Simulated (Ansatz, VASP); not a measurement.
## P in two plane-wave programs

One calculation is typed for both programs; each brings its own data sets. How far apart do they land? The structure shown is the start of the Ansatz relaxation below; VASP solves that cell, so the two are compared at the walk's first step.

Method: plane waves, with VASP 6.6.1 beside it; single point at PBEsol with D3(BJ), in Ansatz 0.2.0.

### 1. Starting point

The structure is orthorhombic, space group Cmce (No. 64). The conventional cell has a = 3.329 Å, b = 9.770 Å, c = 3.742 Å, α = 90.00°, β = 90.00°, γ = 90.00°. Nearest to P lie 3 P at 2.22 to 2.23 Å.

### 2. Ansatz: relaxation, PBEsol with D3(BJ)

Ansatz runs on its PAW soft_1 files.

The two programs are compared at the cell with which this relaxation starts, whose forces are those of its first step.

input.yaml

```yaml
crystal:
  lattice:
    - [1.6643509811, -4.8848793155, 0.0]
    - [1.6643509811, 4.8848793155, 0.0]
    - [0.0, 0.0, 3.7420905346]
  atoms:
    - { symbol: P, position: [0.8879679556, 0.1120320444, 0.0540076656] }
    - { symbol: P, position: [0.6120320444, 0.3879679556, 0.5540076656] }
    - { symbol: P, position: [0.1120320444, 0.8879679556, 0.9459923344] }
    - { symbol: P, position: [0.3879679556, 0.6120320444, 0.4459923344] }
kpoints:
  mp_grid: { grid: [12, 12, 12] }
hamiltonian:
  xc: pbesol
  dispersion: d3bj
  pseudopotentials: { kind: paw, azcp: { folder: soft_1 }, xc_functional: pbe }
scf:
  occupations: { method: methfessel_paxton, width: 0.2 }
output:
  forces: true
  stress: true
  eigenvalues: true
relax:
  adjacent_minimum: "off"
  f_tol: 0.001
  max_steps: 60
  cell: { stress_tol: 0.01, fix: [volume] }
```

The run is started by

```sh
> ansatz run input.yaml --threads 4 --pin off --max-ram 16384MiB --backend cpu --events-out ev --progress --plain --runs-dir out
```

Numbers of over 12 decimals in the logs are rounded to 6 here.

The log of the run:

```text
Engine: ansatz 0.2.0, x86_64-unknown-linux-gnu
Pseudopotentials: kind: paw
Pseudopotential: P, paw, valence charge 5, recommended cutoff 420 eV (normal), soft_1/P.paw.azcp
Functional definition: PBEsol
  exchange = pbesol_x
  correlation = pbesol_c
Crystal: 4 atoms, lattice volume = 60.848 Å³
Basis set: ecut = 420 eV, 1209 PW (Γ), exchange–correlation on 72×72×54 points (8 copies of the dense FFT grid, shifted against one another)
Bands: 14, of which v1, the nominal top of the filled ones, is band 10 counted from 1 (9 counted from 0)
Symmetry: 8 space group operations
Space group: Cmce (ITA 64), of the structure as read, at distance tolerance 3.9e-5 Å
k-points: 301 of 1728
Non-local potential: P, projectors of the file, l = 0: 2, l = 1: 2, l = 2: 1
PAW form: soft (Blöchl's): semilocal exchange-correlation on the pseudo side does not see the compensation charge
PAW frozen core: P, regenerated for the run's functional, and the local potential with it (the file was generated under x = pbe(κ = 0.804, μ = 0.219515), c = pbe(β = 0.066725))
PAW one-centre angular grid: P, 110 points (default); XC on 64 Gauss nodes
Initial density: superposition of atomic densities (chi_scale 0.1, normalization cell)
Initial wavefunctions: pseudopotential atomic-orbital guess
Functional: x = pbesol(κ = 0.804, μ = 0.123457), c = pbesol(β = 0.046)
SCF iter   1: F=—  HF=-2961.636350 eV  |F-HF|=—  |Δ(HF+E_count)|=         —  Δρ=3.98e-2  dr2=5.73e-1  ethr=3.10e-3  ⟨swp⟩=6.8  Hψ=30794  notcnv=0
preconditioner: auto → Kerker (q_TF=auto, 2.267 Å⁻¹)  [metal: Δε(μ)=0.017 eV  Ē_g=9.436 eV  σ=0.200 eV  W_gap=0.07  n_scr=12 (ndim 8)  ℏωp=21.3 eV  f_vac=0.000  D(μ)=0.49/eV (n_scr^D=0)]
SCF iter   2: F=—  HF=-2961.527485 eV  |F-HF|=—  |Δ(HF+E_count)|=   1.09e-1  S|Δr|=    0.00e0  Δρ=2.36e-2  dr2=2.11e-1  ethr=2.87e-3  ⟨swp⟩=1.2  Hψ=6731  notcnv=0
SCF iter   3: F=—  HF=-2961.467756 eV  |F-HF|=—  |Δ(HF+E_count)|=   5.97e-2  S|Δr|=    0.00e0  Δρ=1.67e-3  dr2=1.21e-3  ethr=1.05e-3  ⟨swp⟩=2.1  Hψ=6524  notcnv=0
SCF iter   4: F=—  HF=-2961.467775 eV  |F-HF|=—  |Δ(HF+E_count)|=   1.84e-5  S|Δr|=    0.00e0  Δρ=4.10e-4  dr2=1.08e-4  ethr=6.07e-6  ⟨swp⟩=2.1  Hψ=6927  notcnv=0
SCF iter   5: F=—  HF=-2961.467783 eV  |F-HF|=—  |Δ(HF+E_count)|=   8.44e-6  S|Δr|=    0.00e0  Δρ=7.34e-5  dr2=3.02e-6  ethr=5.42e-7  ⟨swp⟩=2.2  Hψ=7240  notcnv=0
SCF iter   6: F=—  HF=-2961.467783 eV  |F-HF|=—  |Δ(HF+E_count)|=   4.54e-8  S|Δr|=    0.00e0  Δρ=9.38e-6  dr2=6.63e-8  ethr=5.00e-10  ⟨swp⟩=7.3  Hψ=29789  notcnv=0
SCF iter   7: F=-2961.467783 eV  HF=-2961.467783 eV  |F-HF|=2.85e-9  |Δ(HF+E_count)|=  7.58e-10  S|Δr|=    0.00e0  Δρ=1.97e-6  dr2=5.17e-9  ethr=3.31e-10  ⟨swp⟩=3.0  Hψ=16741  notcnv=0
SCF 1 converged in 7 iterations: F = -2961.467783 eV  dr2 = 5.17e-9
  greatest PAW one-centre occupation: 0.806 electrons in one spin orbital (limit 2), on the P atom at site 3 (counted from 0), in its partial waves of l = 0
relax step   1: F+E_penalty+E_count = -2961.46778290 eV  Δ(F+E_penalty+E_count) = +0.000e0 eV  max|allowed force component| = 1.383e-1 eV/Å  Δτ_max = 0.0000 Å  P = +3.252 GPa  Ω = 60.848 Å³  fix = [volume]  reactions: volume +3.252 GPa  (7 SCF iters, dr2 threshold 1.00e-7 eV, accepted)
[...]
relax step   2: F+E_penalty+E_count = -2961.47128122 eV  Δ(F+E_penalty+E_count) = -3.498e-3 eV  max|allowed force component| = 7.227e-2 eV/Å  Δτ_max = 0.0082 Å  P = +2.549 GPa  Ω = 60.848 Å³  energy of the carried Pulay correction = +3.662e-18 eV  fix = [volume]  reactions: volume +2.549 GPa  (4 SCF iters, dr2 threshold 4.00e-7 eV, accepted)
[...]
relax step   6: F+E_penalty+E_count = -2961.47288989 eV  Δ(F+E_penalty+E_count) = -7.005e-6 eV  max|allowed force component| = 2.181e-4 eV/Å  Δτ_max = 0.0000 Å  P = +1.952 GPa  Ω = 60.848 Å³  fix = [volume]  reactions: volume +1.952 GPa  stress off target by 1.05e-2 GPa on what of the cell is left free  SCF on the basis re-selected at this cell (its energy is not comparable with the rows above)  (5 SCF iters)
[...]
relax step   7: F+E_penalty+E_count = -2961.47289036 eV  Δ(F+E_penalty+E_count) = -4.703e-7 eV  max|allowed force component| = 4.976e-4 eV/Å  Δτ_max = 0.0001 Å  P = +1.949 GPa  Ω = 60.848 Å³  energy of the carried Pulay correction = +1.949e-8 eV  fix = [volume]  reactions: volume +1.949 GPa  (4 SCF iters, dr2 threshold 2.76e-10 eV, accepted)
[...]
relax step   8: F+E_penalty+E_count = -2961.47289047 eV  Δ(F+E_penalty+E_count) = -1.127e-7 eV  max|allowed force component| = 4.976e-4 eV/Å  Δτ_max = 0.0000 Å  P = +1.949 GPa  Ω = 60.848 Å³  fix = [volume]  reactions: volume +1.949 GPa  stress off target by 3.85e-3 GPa on what of the cell is left free  SCF on the basis re-selected at this cell (its energy is not comparable with the rows above)  (5 SCF iters)
basis re-selected at this cell: Δ(F+E_penalty+E_count) = -1.127e-7 eV, ΔP = -0.000 GPa vs the last step (what re-selecting the basis moved, of the pressure what is left beyond the Pulay correction that the steps carried, after the strain that the cell walked since its last selection, with what the two solves' SCF thresholds leave and, on support functions, any second-order correction that the steps lacked; it is no m [...]
SCF converged after 5 iterations
Stability not checked: this state was not tested for a lower state beside it, because cold or Methfessel-Paxton smearing, or corrected tetrahedra, fill the levels in a way that the test cannot read (fill_not_monotonic; see scf.lower_state_search)
Free energy (F): -2961.472890 eV
Harris-Foulkes:  -2961.472890 eV  (|F-HF|=2.73e-12)
Internal energy: -2961.473685 eV  (E = F + TS)
E sigma→0 (E₀):  -2961.473089 eV
Entropy (-TS):   0.000794 eV (0.199 meV/atom)
Fermi energy:    10.356812 eV
--- Per-component energies (eV) ---
  E_band       = 69.969463
  E_kinetic    = 279.879826
  E_local      = -130.625651  (includes V_loc(G=0)·N_el)
  E_nonlocal   = 130.611062
  E_hartree    = 34.443030
  E_xc         = -291.500000
  E_vxc        = -248.084983  (∫ρ·V_xc dr)
  E_paw        = -2172.681433  (= ΣΔE_a)
  E_vpaw       = -30.696852  (= ΣTr[D̂ρ^β])
  E_aug_tail   = -0.000001  (compensation charges beyond the density's cutoff)
  E_ewald      = -810.297386
  E_disp       = -1.487517  (pairwise vdW)
  E_core_change = 0.184385  (= ΣΔE_core)
  E_smearing   = 0.000794  (= −TS)
  E_closure    = 0.000000  (closes the sum)
  Σ components = -2961.472890   (vs F -2961.472890, Δ=0.00e0)
--- Forces (eV/Å), atoms counted from 1 ---
  atom   1  P      0.00000000     0.00009932    -0.00049764
  atom   2  P      0.00000000    -0.00009932    -0.00049764
  atom   3  P     -0.00000000    -0.00009932     0.00049764
  atom   4  P     -0.00000000     0.00009932     0.00049764
  max |Σ_I F_I| component: 0.00e0 eV/Å
--- Stress (GPa, compression-positive) ---
        1.949291      -0.000000       0.000000
       -0.000000       1.945696      -0.000000
        0.000000      -0.000000       1.953268
  P = ⅓ Tr σ = 1.9494 GPa (19.494 kbar)
--- Band table (eV; the first three rows and the last of 301) ---
  k-point 0: bands = [... 6 lower, 7.1153, 7.1243, 7.7446, 9.2743, 11.7732, 12.2412, 12.4836, 14.9456]
  k-point 1: bands = [... 6 lower, 6.2996, 7.1552, 8.4534, 9.0795, 11.5671, 12.3565, 13.0144, 14.3693]
  k-point 2: bands = [... 6 lower, 6.0549, 7.2669, 8.5709, 9.2318, 11.7266, 12.4998, 13.3603, 13.7411]
  k-point 300: bands = [... 6 lower, 8.1784, 8.1784, 9.5723, 9.5723, 11.3308, 11.3308, 12.3215, 12.3215]
--- Relaxed structure (6 steps of the walk, 6 accepted, 2 SCFs on fresh bases) ---
  F+E_penalty+E_count = -2961.47289047 eV   max|allowed force component| = 4.976e-4 eV/Å   (the final SCF, on the basis selected at the relaxed cell)
  cell:  # Å, volume = 60.8475 Å³
    - [1.677281, -4.880208, 0.0]
    - [1.677281, 4.880208, 0.0]
    - [0.0, 0.0, 3.716797]
  atoms:
    - { symbol: P, position: [0.887078, 0.112922, 0.051646] }
    - { symbol: P, position: [0.612922, 0.387078, 0.551646] }
    - { symbol: P, position: [0.112922, 0.887078, 0.948354] }
    - { symbol: P, position: [0.387078, 0.612922, 0.448354] }
```

### 3. VASP: single point, PBEsol with D3(BJ), start cell, pair 1

The same cell, functional, mesh and smearing now go to VASP, with its own data sets.

Lines of VASP's logs that name or quote its potential files are left out, and so is its time.

INCAR

```
SYSTEM = P
PREC = Accurate
ENCUT = 400
EDIFF = 1E-06
NELM = 120
ISMEAR = 1
SIGMA = 0.2
LREAL = .FALSE.
ALGO = Normal
GGA = PS
IVDW = 12
NBANDS = 16
LORBIT = 11
LWAVE = .FALSE.
LCHARG = .FALSE.
ISIF = 2
LASPH = .TRUE.
GGA_COMPAT = .FALSE.
KPAR = 2
```

POSCAR

```
P
1.0
    1.6643510000     -4.8848790000      0.0000000000
    1.6643510000      4.8848790000      0.0000000000
    0.0000000000      0.0000000000      3.7420910000
P
4
Direct
    0.8879679517      0.1120320483      0.0540077727
    0.6120320483      0.3879679517      0.5540076390
    0.1120320483      0.8879679517      0.9459922273
    0.3879679517      0.6120320483      0.4459923610
```

KPOINTS

```
Automatic mesh
0
Gamma
12 12 12
0 0 0
```

The projector-augmented-wave data sets are P (PBE family, release 64).

The run is started by

```sh
> mpirun -np 2 vasp_std
```

The log of the run:

```text
[banner, memory and clock lines left out]
running    2 mpi-ranks, on    1 nodes
 distrk:  each k-point on    1 cores,    2 groups
 distr:  one band on    1 cores,    1 groups

 POSCAR found type information on POSCAR P
 POSCAR found :  1 types and       4 ions
|                                                                             |
|               ----> ADVICE to this user running VASP <----                  |
|                                                                             |
|     You enforced a specific xc type in the INCAR file but a different       |
|     [... a line on the potential file left out ...]
|     I HOPE YOU KNOW WHAT YOU ARE DOING!                                     |
|                                                                             |

 LDA part: xc-table for (Slater+PW92), standard interpolation
 POSCAR, INCAR and KPOINTS ok, starting setup
 FFT: planning ... GRIDC
 FFT: planning ... GRID_SOFT
 FFT: planning ... GRID
 WAVECAR not read
 entering main loop
       N       E                     dE             d eps       ncg     rms          rms(c)
DAV:   1     0.432310112901E+02    0.43231E+02   -0.74441E+03  9632   0.881E+02
DAV:   2    -0.206820994660E+02   -0.63913E+02   -0.61817E+02 13272   0.149E+02
DAV:   3    -0.230135238249E+02   -0.23314E+01   -0.23110E+01 13136   0.298E+01
DAV:   4    -0.230316908385E+02   -0.18167E-01   -0.18163E-01 11984   0.320E+00
DAV:   5    -0.230319239713E+02   -0.23313E-03   -0.23310E-03 13240   0.322E-01    0.109E+01
DAV:   6    -0.229173430218E+02    0.11458E+00   -0.68720E-02 11472   0.159E+00    0.637E+00
DAV:   7    -0.228707075833E+02    0.46635E-01   -0.95721E-02 12944   0.187E+00    0.343E-01
DAV:   8    -0.228700459718E+02    0.66161E-03   -0.11689E-02 11376   0.709E-01    0.222E-01
DAV:   9    -0.228699975210E+02    0.48451E-04   -0.61101E-04 13360   0.150E-01    0.107E-01
DAV:  10    -0.228699740942E+02    0.23427E-04   -0.76147E-05 12376   0.501E-02    0.474E-02
DAV:  11    -0.228699752239E+02   -0.11297E-05   -0.10709E-05 12968   0.216E-02    0.744E-03
DAV:  12    -0.228699753543E+02   -0.13037E-06   -0.39443E-07  6088   0.424E-03
   1 F= -.24357053E+02 E0= -.24357554E+02  d E =0.150378E-02
```

From OUTCAR (step 3):

```text
ion  position               nearest neighbor table
   1  0.888  0.112  0.054-   4 2.22   4 2.22   3 2.23   4 2.82   4 2.82
   2  0.612  0.388  0.554-   3 2.22   3 2.22   4 2.23   3 2.82   3 2.82
   3  0.112  0.888  0.946-   2 2.22   2 2.22   1 2.23   2 2.82   2 2.82
   4  0.388  0.612  0.446-   1 2.22   1 2.22   2 2.23   1 2.82   1 2.82

  LATTYP: Found a base centered orthorhombic cell.
 ALAT       =     3.3287020000
 B/A-ratio  =     2.9350052964
 C/A-ratio  =     1.1241892485

 Subroutine GETGRP returns: Found  8 space group operations
 (whereof  4 operations were pure point group operations)

The static configuration has the point symmetry C_2h.
 The point group associated with its full space group is D_2h.

 Found    301 irreducible k-points:

   k-points           NKPTS =    301   k-points in BZ     NKDIM =    301   number of bands    NBANDS=     16

   dimension x,y,z NGX =    36 NGY =   36 NGZ =   24
   dimension x,y,z NGXF=    72 NGYF=   72 NGZF=   48

   ENCUT  =  400.0 eV  29.40 Ry    5.42 a.u.   8.42  8.42  6.10*2*pi/ulx,y,z

   NELECT =      20.0000    total number of electrons

 k-points in reciprocal lattice and weights: Automatic mesh
   0.00000000  0.00000000  0.00000000       0.001
   0.08333333  0.00000000  0.00000000       0.002
   0.16666667 -0.00000000  0.00000000       0.002
   0.25000000  0.00000000  0.00000000       0.002
   0.33333333  0.00000000  0.00000000       0.002
   0.41666667 -0.00000000  0.00000000       0.002
   0.50000000  0.00000000  0.00000000       0.001
   0.08333333  0.08333333  0.00000000       0.001
   0.16666667  0.08333333  0.00000000       0.002
[...]
-0.41666667  0.41666667  0.50000000       0.001
   0.50000000  0.50000000  0.50000000       0.001

 average (electrostatic) potential at core
       1 -80.2186       2 -80.2186       3 -80.2186       4 -80.2186

 E-fermi :   9.1188

 k-point     1 :       0.0000    0.0000    0.0000
  band No.  band energies     occupation
    ...
      6       4.5841      2.00000
      7       5.8783      2.00000
      8       5.9231      2.00000
      9       6.3799      2.00000
     10       7.9458      2.00000
     11      10.4659     -0.00000
     12      10.9430     -0.00000
     13      11.0618     -0.00000
     14      13.6299      0.00000
     15      15.2611      0.00000
    ...

 k-point     2 :       0.0833    0.0000    0.0000
  band No.  band energies     occupation
    ...
      6       4.3177      2.00000
      7       4.6143      2.00000
      8       6.4170      2.00000
      9       6.8397      2.00000
     10       8.1697      2.00000
     11      10.8581     -0.00000
     12      11.1496     -0.00000
     13      11.5051     -0.00000
     14      13.1230      0.00000
     15      14.2176      0.00000
    ...

 k-point     3 :       0.1667   -0.0000    0.0000
  band No.  band energies     occupation
    ...
      6       3.8661      2.00000
      7       4.1529      2.00000
      8       6.5272      2.00000
      9       7.2252      2.00000
     10       8.4810      2.00006
     11      11.3629     -0.00000
     12      12.0196     -0.00000
     13      12.0804     -0.00000
     14      12.3888     -0.00000
     15      13.1335      0.00000
    ...

 Edisp (eV)   -1.48708

  Total       1.33063     1.20378     1.17738     0.00000    -0.00000     0.00000
  in kB      35.03682    31.69677    31.00159     0.00000    -0.00000     0.00000
  external pressure =       32.58 kB  Pullay stress =        0.00 kB

  energy-cutoff  :      400.00
  volume of cell :       60.85
      direct lattice vectors                 reciprocal lattice vectors
     1.664351000 -4.884879000  0.000000000     0.300417400 -0.102356681  0.000000000
     1.664351000  4.884879000  0.000000000     0.300417400  0.102356681  0.000000000
     0.000000000  0.000000000  3.742091000     0.000000000  0.000000000  0.267230273

 POSITION                                       TOTAL-FORCE (eV/Angst)
 -----------------------------------------------------------------------------------
      1.66435     -3.79035      0.20210         0.000000      0.111797     -0.089036
      1.66435     -1.09453      2.07315         0.000000     -0.111797     -0.089036
      1.66435      3.79035      3.53999         0.000000     -0.111797      0.089036
      1.66435      1.09453      1.66894         0.000000      0.111797      0.089036
 -----------------------------------------------------------------------------------
    total drift:                                0.000000     -0.000008      0.000208

  FREE ENERGIE OF THE ION-ELECTRON SYSTEM (eV)
  ---------------------------------------------------
  free  energy   TOTEN  =       -24.3570531214 eV

  energy  without entropy=      -24.3585569025  energy(sigma->0) =      -24.35755438

 total charge
# of ion       s       p       d       tot
------------------------------------------
    1        1.083   1.373   0.000   2.456
    2        1.083   1.373   0.000   2.456
    3        1.083   1.373   0.000   2.456
    4        1.083   1.373   0.000   2.456
--------------------------------------------------
tot          4.332   5.491   0.000   9.823

[... 3 further parts left out ...]
```

The run ends at a pressure of 3.26 GPa, with forces up to 0.14 eV/Å.

### 4. Comparison

Known differences besides the potentials themselves: the cutoff is 420 eV in Ansatz and 400 eV in VASP; Ansatz makes its cores anew for this functional, VASP keeps those of its PBE data sets. Total energies have different zeros and are not compared.

Forces (eV/Å; atoms numbered as in POSCAR):

| atom | Ansatz x, y, z | VASP x, y, z |
| --- | --- | --- |
| P1 | 0.000, 0.138, -0.121 | 0.000, 0.112, -0.089 |
| P2 | 0.000, -0.138, -0.121 | 0.000, -0.112, -0.089 |
| P3 | 0.000, -0.138, 0.121 | 0.000, -0.112, 0.089 |
| P4 | 0.000, 0.138, 0.121 | 0.000, 0.112, 0.089 |

The forces differ by 24 meV/Å r.m.s., which is 28.8 % of the r.m.s. force of 0.083 eV/Å (both taken over all components).

### 5. Further runs

Further runs change the set-up of one program: Ansatz's method, potentials or start, or VASP's data sets, cutoff or form of LDA. The table gives that difference for each run.

| run | r.m.s. force difference (meV/Å) |
| --- | --- |
| as above | 24 |
| VASP with a cutoff of 500 eV (perhaps on Ansatz's relaxed cell) | 25 |

### 6. Ansatz: relaxation, PBEsol with D3(BJ)

The two programs are compared at the cell with which this relaxation starts, whose forces are those of its first step. The cell compared in this pair holds 64.65 Å³, against 60.85 Å³ for the pair before.

The structure compared here is the start of the Ansatz relaxation; VASP solves that cell, so the two are compared at the walk's first step.

input.yaml, the sections that differ from step 2:

```yaml
crystal:
  lattice:
    - [1.6857719042, -4.9872500703, 0.0]
    - [1.6857719042, 4.9872500703, 0.0]
    - [0.0, 0.0, 3.8448732514]
  atoms:
    - { symbol: P, position: [0.8888453197, 0.1111546803, 0.056428276] }
    - { symbol: P, position: [0.6111546803, 0.3888453197, 0.556428276] }
    - { symbol: P, position: [0.1111546803, 0.8888453197, 0.943571724] }
    - { symbol: P, position: [0.3888453197, 0.6111546803, 0.443571724] }
# kpoints, hamiltonian, scf, output, relax: as in step 2
```

The run is started by

```sh
> ansatz run input.yaml --threads 4 --pin off --max-ram 16384MiB --backend cpu --events-out ev --progress --plain --runs-dir out
```

The log of the run:

```text
[...]
Crystal: 4 atoms, lattice volume = 64.651 Å³
Basis set: ecut = 420 eV, 1273 PW (Γ), exchange–correlation on 72×72×54 points (8 copies of the dense FFT grid, shifted against one another)
Bands: 14, of which v1, the nominal top of the filled ones, is band 10 counted from 1 (9 counted from 0)
Symmetry: 8 space group operations
[...]
k-points: 301 of 1728
[...]
cell:  # Å, volume = 64.6505 Å³
    - [1.673375, -4.987252, -2.0409229247319757e-18]
    - [1.673375, 4.987252, 2.040922924731972e-18]
    - [0, 1.5734302172257012e-18, 3.873356]
  atoms:
    - { symbol: P, position: [0.889720, 0.110280, 0.058939] }
    - { symbol: P, position: [0.610280, 0.389720, 0.558939] }
    - { symbol: P, position: [0.110280, 0.889720, 0.941061] }
    - { symbol: P, position: [0.389720, 0.610280, 0.441061] }
[key lines of the parts left out:]
SCF converged after 5 iterations
Free energy (F): -2961.484470 eV
Fermi energy:    9.592051 eV
P = ⅓ Tr σ = -0.7520 GPa (-7.520 kbar)
```

[end of part 1 of 2]

[Lines on the potential files, build, host, timing and source positions are cut from VASP's logs without a mark.]

[Logs are printed without paths, hosts, clocks, repeated set-up lines and the standing remarks that a program may print on its own settings, such as how far it seeks lower states.]

[Hosts, paths, dates, database ids (printed as entryN), source tags and the programs' standing remarks are cut or masked in the printed files.]

[Rows of further runs with another cutoff or data set may stand on the cell that Ansatz relaxed, not on the start cell of the pair above them.]
